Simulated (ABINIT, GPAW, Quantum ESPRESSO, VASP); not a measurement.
One structure in several programs: AgCl (Fm-3m, 2 atoms in the cell)

Self-consistent single point.

```
AgCl
1.0
    0.00000     2.77500     2.77500
    2.77500     0.00000     2.77500
    2.77500     2.77500     0.00000
Ag Cl
1 1
Direct
  0.00000   0.00000   0.00000
  0.50000   0.50000   0.50000
```

All programs got the same cell, k-point mesh and kind of occupations (in ABINIT's words: tsmear = 0.00036749 Ha; ngkpt = 8 8 8; nshiftk = 1; shiftk = 0 0 0); potentials, basis and cutoffs are each program's usual ones.

```csv
code,model,pressure (GPa),gap on the mesh (eV),cutoff
ABINIT,"PBE, norm-conserving pseudopotentials (PseudoDojo nc-sr-05 PBE standard)",1.43,0.913,41 Ha
GPAW,"PBE, GPAW PAW datasets PBE (gpaw-data 1.0.1)",1.48,0.890,550 eV
VASP,"PBE, VASP's PBE PAW potentials (set 64)",–,0.895,300 eV
Quantum ESPRESSO,"PBE, SSSP 1.1.2 efficiency (PBE) pseudopotentials",1.45,0.973,60 Ry
```

A dash marks a value that a program does not give, or that is left out as unsure.

Gaps are read on the mesh.

The spread over the programs that give each value: pressure within 0.05 GPa; gap on the mesh within 0.083 eV.

The starting cell has typed, rounded lattice constants, without a prior relaxation at this level.

### Question
Why do the programs differ, and what cannot be compared?

### Answer
Differences of this kind can come from the potentials, where these differ, and from what each basis and cutoff leave unconverged. The valence holds different numbers of electrons (ABINIT 26, GPAW 24, VASP 18, Quantum ESPRESSO 26). The zero of total energies and Fermi levels follows the potentials and each program's conventions, so they are not compared here.

VASP's run is marked for a possible Pulay error in its stress at this cutoff; no cutoff test was made.

Left out of this page: Ansatz, CP2K and SIESTA (not drawn, or without a comparable value); Elk (failed or unconverged); FLEUR (with a known weakness of the program).
